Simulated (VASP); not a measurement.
Here is the system:

```xyz
2
Lattice="4.0551 0.0000 0.0000 -2.0276 3.5118 0.0000 0.0000 0.0000 3.9954" Properties=species:S:1:pos:R:3 pbc="T T T"
Tb     2.0276     1.1706     1.9977
Te     0.0000     2.3412     0.0000
```

Method: PBEsol GGA with spin-orbit coupling, VASP's PBE PAW potentials (set 64) (plane waves; VASP 6.6.1). Settings: 400 eV cut-off, 9×9×8 Γ-centred mesh, Gaussian smearing of 0.050 eV, potentials Tb_3 Te.

The 4f electrons are frozen in the core of the lanthanide potential, so 4f levels, which can set the real gap, and their magnetism are missing.

**Question.** Predict the energy per atom (σ→0), band gap (over mesh and band path) with the smallest direct gap where there is one.

**Answer.** 
```yaml
band gap (over mesh and band path): none (metal, semimetal or under 0.01 eV)
energy per atom (σ→0): -5.784 eV/atom
```

Total energies compare only between runs with the same potentials, cut-off and functional.

The structure comes from a computed database's TbTe entry (P-6m2); how it stands against other phases isn't given here. It was relaxed first.
